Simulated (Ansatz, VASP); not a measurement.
# KTaSe3 in two plane-wave programs

One calculation is typed for both programs; each brings its own data sets. How far apart do they land? The cell is generated by rule, not measured, and may not be a known phase. The cell is taken from a series of runs on this material, whose earlier steps may have relaxed, scaled, displaced or heated it; both programs get it as it stands.

Main program and level: Ansatz 0.2.0; plane waves, with VASP 6.6.1 beside it; LDA.

The structure was built from a prototype and need not be the compound's stable phase.

## 1. Set-up

The structure is tetragonal, space group P4/mbm (No. 127). Conventional cell: a = 6.809 Å, b = 6.809 Å, c = 5.138 Å, α = 90.00°, β = 90.00°, γ = 90.00°. Nearest to K lie 8 Se at 3.09 to 3.40 Å. Nearest to Ta lie 6 Se at 2.50 to 2.57 Å. Nearest to Se lie 2 Ta at 2.50 Å and 2 K at 3.09 Å. Nearest to Se lie 2 Ta at 2.57 Å and 4 K at 3.40 Å. Farther neighbours and most contacts between anions are not listed.

Coordinates:

```cif
data_structure
_symmetry_space_group_name_H-M 'P4/mbm'
_symmetry_Int_Tables_number 127
_cell_length_a 6.8090
_cell_length_b 6.8090
_cell_length_c 5.1384
_cell_angle_alpha 90.000
_cell_angle_beta 90.000
_cell_angle_gamma 90.000
_cell_volume 238.23
loop_
_atom_site_label
_atom_site_type_symbol
_atom_site_symmetry_multiplicity
_atom_site_Wyckoff_symbol
_atom_site_fract_x
_atom_site_fract_y
_atom_site_fract_z
_atom_site_occupancy
K1 K 2 d 0.00000 0.50000 0.00000 1
Ta1 Ta 2 b 0.00000 0.00000 0.50000 1
Se1 Se 4 h 0.67866 0.17866 0.50000 1
Se2 Se 2 a 0.00000 0.00000 0.00000 1
```

## 2. Ansatz: zone-centre phonons, LDA

Ansatz runs on its default PAW (the set named soft_2) files.

Second derivatives magnify differences that forces hide, and they need a tight electronic threshold.

input.yaml reads:

```yaml
crystal:
  lattice:
    - [-5.1384435638, 0.0, 0.0]
    - [0.0, -4.8147244195, -4.8147244195]
    - [0.0, -4.8147244195, 4.8147244195]
  atoms:
    - { symbol: K, position: [0.0, 1.0, 0.0] }
    - { symbol: K, position: [0.0, 0.5, 0.5] }
    - { symbol: Ta, position: [0.5, 0.0, 0.5] }
    - { symbol: Ta, position: [0.5, 0.5, 0.0] }
    - { symbol: Se, position: [0.5, 0.6786561639, 0.6786561639] }
    - { symbol: Se, position: [0.5, 0.3213438361, 0.3213438361] }
    - { symbol: Se, position: [0.5, 0.1786561639, 0.8213438361] }
    - { symbol: Se, position: [0.5, 0.8213438361, 0.1786561639] }
    - { symbol: Se, position: [0.0, 0.0, 0.5] }
    - { symbol: Se, position: [0.0, 0.5, 0.0] }
kpoints:
  mp_grid: { grid: [6, 4, 4] }
hamiltonian:
  xc: lda
scf:
  occupations: { method: methfessel_paxton, width: 0.15 }
output:
  eigenvalues: true
phonons:
  method: dfpt
```

Started as:

```sh
ansatz run input.yaml --threads 8 --pin off --max-ram 14336MiB --backend cpu --events-out ev --progress --plain --runs-dir out
```

Numbers of over 12 decimals in the logs are rounded to 6 here.

The log of the run:

```text
zone centre: on kpoints.mp_grid the ground state, and the responses unless they are solved on pairs of k-points, stand on 40 of the mesh's 96 k-points, reduced under 2 symmetry operations, with k and −k counted as one. Each operation leaves every solved displacement unchanged or reverses it
Engine: ansatz 0.2.0, x86_64-unknown-linux-gnu
Pseudopotentials: kind: paw
Pseudopotential: K, paw, valence charge 9, recommended cutoff 420 eV (normal), K.paw.azcp
Pseudopotential: Ta, paw, valence charge 13, recommended cutoff 420 eV (normal), Ta.paw.azcp
Pseudopotential: Se, paw, valence charge 16, recommended cutoff 420 eV (normal), Se.paw.azcp
Functional definition: SPW92
  exchange = slater_x
  correlation = pw_c
Crystal: 10 atoms, lattice volume = 238.234 Å³
Basis set: ecut = 420 eV, 4709 PW (Γ), exchange–correlation on 72×96×96 points (8 copies of the dense FFT grid, shifted against one another)
Bands: 84, of which v1, the nominal top of the filled ones, is band 70 counted from 1 (69 counted from 0)
Symmetry: 16 space group operations
k-points: 40 of 96 (irreducible under 2 space group operations, time reversal used)
Non-local potential: K, projectors of the file, l = 0: 3, l = 1: 2, l = 2: 2
Non-local potential: Ta, projectors of the file, l = 0: 3, l = 1: 2, l = 2: 2, l = 3: 1
Non-local potential: Se, projectors of the file, l = 0: 2, l = 1: 2, l = 2: 3, l = 3: 1
PAW form: soft (Blöchl's): semilocal exchange-correlation on the pseudo side does not see the compensation charge
PAW frozen core: K, regenerated for the run's functional, and the local potential with it (the file was generated under x = pbe(κ = 0.804, μ = 0.219515), c = pbe(β = 0.066725))
PAW frozen core: Ta, regenerated for the run's functional, and the local potential with it (the file was generated under x = pbe(κ = 0.804, μ = 0.219515), c = pbe(β = 0.066725))
PAW frozen core: Se, regenerated for the run's functional, and the local potential with it (the file was generated under x = pbe(κ = 0.804, μ = 0.219515), c = pbe(β = 0.066725))
PAW one-centre angular grid: K, 110 points (default); XC on 64 Gauss nodes
PAW one-centre angular grid: Ta, 590 points (default); XC on 64 Gauss nodes
PAW one-centre angular grid: Se, 590 points (default); XC on 64 Gauss nodes
Initial density: superposition of atomic densities (neutral atoms: chi_scale 0, normalization atom), corrected by the library's trained network
Initial wavefunctions: pseudopotential atomic-orbital guess
Functional: x = slater, c = lda
SCF iter   1: F=—  HF=-54665.410324 eV  |F-HF|=—  |Δ(HF+E_count)|=         —  Δρ=6.18e-3  dr2=1.11e-1  ethr=1.77e-3  ⟨swp⟩=6.3  Hψ=12130  notcnv=0  defer=4
preconditioner: auto → LDOS  [insulator: Δε(μ)=0.124 eV  Ē_g=10.071 eV  σ=0.150 eV  W_gap=0.62  n_scr=64 (ndim 8)  ℏωp=18.6 eV  f_vac=0.051  D(μ)=2.14/eV (n_scr^D=6)  ε∞_Penn≈4.4  β→1.0]
SCF iter   2: F=—  HF=-54665.465351 eV  |F-HF|=—  |Δ(HF+E_count)|=   5.50e-2  S|Δr|=    0.00e0  Δρ=8.02e-3  dr2=4.07e-1  ethr=7.91e-5  ⟨swp⟩=3.0  Hψ=7624  notcnv=0  defer=198
SCF iter   3: F=—  HF=-54665.395301 eV  |F-HF|=—  |Δ(HF+E_count)|=   7.01e-2  S|Δr|=    0.00e0  Δρ=1.58e-3  dr2=1.59e-2  ethr=7.91e-5  ⟨swp⟩=2.4  Hψ=4924  notcnv=0  defer=198
SCF iter   4: F=—  HF=-54665.392368 eV  |F-HF|=—  |Δ(HF+E_count)|=   2.93e-3  S|Δr|=    0.00e0  Δρ=2.50e-4  dr2=2.26e-4  ethr=1.14e-5  ⟨swp⟩=2.0  Hψ=3805  notcnv=0  defer=176
SCF iter   5: F=—  HF=-54665.392302 eV  |F-HF|=—  |Δ(HF+E_count)|=   6.61e-5  S|Δr|=    0.00e0  Δρ=3.57e-5  dr2=4.42e-6  ethr=1.62e-7  ⟨swp⟩=2.0  Hψ=4369  notcnv=0  defer=176
SCF iter   6: F=—  HF=-54665.392288 eV  |F-HF|=—  |Δ(HF+E_count)|=   1.46e-5  S|Δr|=    0.00e0  Δρ=7.41e-6  dr2=1.32e-7  ethr=3.16e-9  ⟨swp⟩=2.0  Hψ=5258  notcnv=0  defer=6
SCF iter   7: F=—  HF=-54665.392288 eV  |F-HF|=—  |Δ(HF+E_count)|=   5.74e-8  S|Δr|=    0.00e0  Δρ=1.65e-6  dr2=8.44e-9  ethr=9.42e-11  ⟨swp⟩=2.0  Hψ=5026  notcnv=0  defer=6
SCF iter   8: F=—  HF=-54665.392288 eV  |F-HF|=—  |Δ(HF+E_count)|=   3.17e-9  S|Δr|=    0.00e0  Δρ=3.90e-7  dr2=1.50e-10  ethr=6.03e-12  ⟨swp⟩=2.0  Hψ=5025  notcnv=0  defer=6
SCF iter   9: F=-54665.392288 eV  HF=-54665.392288 eV  |F-HF|=7.28e-12  |Δ(HF+E_count)|=  5.82e-11  S|Δr|=    0.00e0  Δρ=6.03e-8  dr2=4.89e-12  ethr=1.00e-12  ⟨swp⟩=10.2  Hψ=18093  notcnv=0
SCF 1 converged in 9 iterations: F = -54665.392288 eV  dr2 = 4.89e-12
  greatest PAW one-centre occupation: 1.000 electrons in one spin orbital (limit 2), on the Ta atom at site 3 (counted from 0), in its partial waves of l = 0
DFPT response loops at Γ: preconditioner auto → Kerker (q_TF=auto, 2.497 Å⁻¹) (partly filled bands, converged f_vac=0.043); β = 1.00, the filter's whole step (`scf.mixing.beta` (0.50) is not read by the response loops under this deck's `scf.mixing.preconditioner`; to damp them name `kerker` or `kerker_dos`, under which they read `scf.mixing.beta`, and type it under 1.00, their step now; both keys bind the ground state too); Broyden in place of MSR1
SCF converged after 9 iterations
Stability not checked: this state was not tested for a lower state beside it, because cold or Methfessel-Paxton smearing, or corrected tetrahedra, fill the levels in a way that the test cannot read (fill_not_monotonic; see scf.lower_state_search)
Free energy (F): -54665.392288 eV
Harris-Foulkes:  -54665.392288 eV  (|F-HF|=7.28e-12)
Internal energy: -54665.394185 eV  (E = F + TS)
E sigma→0 (E₀):  -54665.392762 eV
Entropy (-TS):   0.001898 eV (0.190 meV/atom)
Fermi energy:    8.913759 eV
Step filling:    the computed levels leave a gap of 0.0000 eV = 0.0 smearing widths at the electron count; against every level under it full and every level over it empty, smearing changes F+E_penalty+E_count by -0.301 meV and its σ→0 estimate by -0.775 meV
--- Per-component energies (eV) ---
  E_band       = -2816.372322
  E_kinetic    = 1962.787567
  E_local      = -17900.010334  (includes V_loc(G=0)·N_el)
  E_nonlocal   = -3467.745635
  E_hartree    = 8465.756927
  E_xc         = -1325.431653
  E_vxc        = -1331.689959  (∫ρ·V_xc dr)
  E_paw        = -28742.140087  (= ΣΔE_a)
  E_vpaw       = 988.775561  (= ΣTr[D̂ρ^β])
  E_aug_tail   = -0.003403  (compensation charges beyond the density's cutoff)
  E_ewald      = -13672.944547
  E_core_change = 14.336979  (= ΣΔE_core)
  E_smearing   = 0.001898  (= −TS)
  E_closure    = -0.000000  (closes the sum)
  Σ components = -54665.392288   (vs F -54665.392288, Δ=0.00e0)
--- Band table (eV; the first three rows and the last of 40) ---
  k-point 0: bands = [... 66 lower, 7.9924, 8.3231, 8.3231, 8.4831, 8.6206, 8.9911, 8.9911, 9.7982, ... 10 higher]
  k-point 1: bands = [... 66 lower, 7.7085, 7.8134, 8.1667, 8.4520, 9.0521, 9.1917, 9.6954, 10.5438, ... 10 higher]
  k-point 2: bands = [... 66 lower, 7.4049, 7.4049, 8.3064, 8.3064, 9.9449, 9.9449, 10.0419, 10.0419, ... 10 higher]
  k-point 39: bands = [... 66 lower, 7.1592, 7.1592, 8.8042, 8.8042, 10.1780, 10.1780, 10.8087, 10.8087, ... 10 higher]
--- Phonons (Γ-DFPT): 10 representative perturbations + reference, on 40 of 96 k-points (Σ response iterations 33) ---
  k mesh reduced under 2 symmetry operations, with k and −k counted as one. Each operation leaves every solved displacement unchanged or reverses it
  ASR residual: 3.303e-5 → 0.000e0 eV/Å²; symmetrization residual: 3.095e-5 eV/Å²
  ASR residual per site (eV/Å²): 7.07e-6 7.07e-6 1.52e-5 1.52e-5 3.30e-5 3.30e-5 3.30e-5 3.30e-5 2.36e-5 2.36e-5
  Γ frequencies (cm⁻¹): -65.52 -56.52 0.00 0.00 0.00 27.62 27.62 42.48 64.98 64.98 89.38 89.38 94.76 102.07 102.07 121.02 121.02 126.70 133.47 133.47 163.56 163.56 172.57 178.12 190.32 203.06 203.08 203.08 223.05 273.54
  non-analytic LO–TO correction: not included (Born effective charges unavailable; polar crystals: no LO–TO splitting at Γ)
```

In the SCF lines HF is the Harris–Foulkes energy and dr2 the Hartree energy of the density residual, in eV; the loop may stop once dr2 is under the threshold and the program's other checks hold. Hψ counts applications of the Hamiltonian.

(Continued in part 2 of 3.)

[Lines on the potential files, build, host, timing and source positions are cut from VASP's logs without a mark.]

[Logs are printed without paths, hosts, clocks, repeated set-up lines and the standing remarks that a program may print on its own settings, such as how far it seeks lower states.]

[Hosts, paths, dates, database ids (printed as entryN), source tags and the programs' standing remarks are cut or masked in the printed files.]
